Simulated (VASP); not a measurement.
Here is the system:

```
AlP
1.0
    0.00000     2.52930     2.52930
    2.52930     0.00000     2.52930
    2.52930     2.52930     0.00000
Al P
1 1
Cartesian
  0.00000   0.00000   0.00000
  1.26465   1.26465   1.26465
```

These are LDA (Ceperley-Alder, Perdew-Zunger), VASP's LDA PAW potentials (set 64) (plane waves; VASP 6.6.1) values and carry that method's errors. Run with 500 eV cut-off, 9×9×9 Γ-centred mesh, Gaussian smearing of 0.050 eV, potentials Al P.

Problem. Predict the energy per atom (σ→0), pressure.

Solution. 
| Quantity | Result |
|---|---|
| energy per atom (σ→0) | -5402 meV/atom |
| pressure | 29.96 GPa |

Only differences to runs with the same potentials and settings are physical.

The compound is AlP in the zinc blende structure. It was relaxed first under an external pressure of 30 GPa.
